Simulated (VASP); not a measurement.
Input:

```yaml
crystal:
  lattice:
    - [4.02363, 0.00000, 0.00000]
    - [0.00000, 4.02363, 0.00000]
    - [0.00000, 0.00000, 4.02363]
  atoms:
    - { symbol: Ba, position: [0.00000, 0.00000, 0.00000] }
    - { symbol: Ti, position: [0.50000, 0.50000, 0.50000] }
    - { symbol: O, position: [0.50000, 0.00000, 0.50000] }
    - { symbol: O, position: [0.00000, 0.50000, 0.50000] }
    - { symbol: O, position: [0.50000, 0.50000, 0.00000] }
```

Computed with PBE GGA, VASP's PBE PAW potentials (set 64) (plane waves; VASP). Numerical set-up: 450 eV cut-off, Gaussian smearing of 0.050 eV, potentials Ba_sv Ti_sv O.

Unless said otherwise, spin-orbit coupling is left out, though it shifts the bands of the heavy elements here.

**Question.** Give the energies of bands 12 to 23 at the high-symmetry points, in eV from the valence-band maximum.

**Answer.** 
```
band      Γ      X      M      R
----  -----  -----  -----  -----
12    -2.31  -3.95  -4.26  -4.43
13    -2.31  -2.75  -3.98  -3.79
14    -2.31  -2.75  -3.81  -3.79
15    -1.07  -1.94  -2.64  -2.41
16    -1.07  -1.87  -2.64  -2.41
17    -1.07  -1.81  -1.73  -2.41
18    -0.16  -1.81  -0.88   0.00
19    -0.16  -0.72  -0.88   0.00
20    -0.16  -0.72  -0.09   0.00
21     1.71   1.86   3.41   4.06
22     1.71   3.40   3.41   4.06
23     1.71   3.40   3.82   4.06
```

The gap is indirect, 1.71 eV, from the valence maximum at R to the conduction minimum at Γ.

Measured: gap 3.20 eV (computed value off by -1.49 eV), as given by Yu-ichiro Matsushita et al., Physical Review B (2011), arXiv:1104.2769.

The compound is BaTiO3 in the cubic perovskite structure, the ideal cubic form; the compound distorts at low or room temperature. It was relaxed first.
